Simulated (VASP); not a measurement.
YbH3 in VASP: convergence with SIGMA

Input of the first run (SIGMA 0.3 eV); the others differ in this setting and in those tied to it:

File INCAR:

```
SYSTEM = YbH3
ALGO = Normal ; EDIFF = 1E-7
ENCUT = 520 ; GGA = PS
ISIF = 2 ; ISMEAR = 1
ISPIN = 2 ; LASPH = .TRUE.
LCHARG = .FALSE. ; LMAXMIX = 6
LORBIT = 11 ; LREAL = .FALSE.
LWAVE = .FALSE. ; MAGMOM = 1 0 0 0
NELM = 120 ; PREC = Accurate
SIGMA = 0.3
```

KPOINTS

```
k-points
0
G
  9 9 9
  0 0 0
```

Contents of POSCAR:

```
YbH3
1.0
    0.0000000000      2.6049710000      2.6049710000
    2.6049710000      0.0000000000      2.6049710000
    2.6049710000      2.6049710000      0.0000000000
Yb H
1 3
Direct
    0.0000000000      0.0000000000      0.0000000000
    0.5000000000      0.5000000000      0.5000000000
    0.2500000000      0.2500000000      0.2500000000
    0.7500000000      0.7500000000      0.7500000000
```

Potentials or basis: VASP PAW PBE potentials, release 64 (Yb, H).

Command:

```sh
$ cat potpaw_PBE.64/Yb/POTCAR potpaw_PBE.64/H/POTCAR > POTCAR
$ mpirun -np 1 vasp_std > vasp.out
```

The cell comes from a database or a generator and needn't be the stable form of this composition.

Hardware: 1 thread of AMD EPYC 9R45 (Zen 5), with other jobs on the host.

Task: The values tried are 0.3 eV, 0.2 eV, 0.15 eV, 0.1 eV, 0.05 eV, 0.02 eV, 0.01 eV, loosest first. From which on does the pressure stay within 0.1 GPa of the tightest run that finished?

Result: From 0.02 eV on.

| SIGMA | energy less the tightest run, at zero smearing (meV/atom) | pressure (GPa) | largest site moment (μB) | SCF cycles | CPU time (s) | peak memory (GiB) |
| --- | --- | --- | --- | --- | --- | --- |
| 0.3 eV | 4.68 | -9.07 | 0.41 | 25 | 65 | 0.18 |
| 0.2 eV | -0.05 | -9.23 | 0.25 | 27 | 75 | 0.18 |
| 0.15 eV | -2.33 | -9.06 | 0.00 | 26 | 75 | 0.18 |
| 0.1 eV | -0.09 | -8.96 | 0.03 | 26 | 66 | 0.18 |
| 0.05 eV | -0.09 | -8.89 | 0.00 | 29 | 79 | 0.18 |
| 0.02 eV | -0.12 | -9.00 | 0.01 | 25 | 62 | 0.18 |
| 0.01 eV | 0.00 | -9.09 | 0.13 | 30 | 77 | 0.18 |

Against the tightest run, the energy stays within 1 meV/atom from 0.1 eV on. Not settled before the last step: the largest site moment (to 0.02 μB). Narrower smearing needs a denser k mesh, so at a fixed mesh the narrowest width isn't the most accurate. The tightest run that finished is the yardstick and may itself not be fully converged.

Caveat, for the tightest run too: the PAW data sets were made with another functional, which shifts forces and pressure a little. The state reached can hang on the start; a lower one may exist.
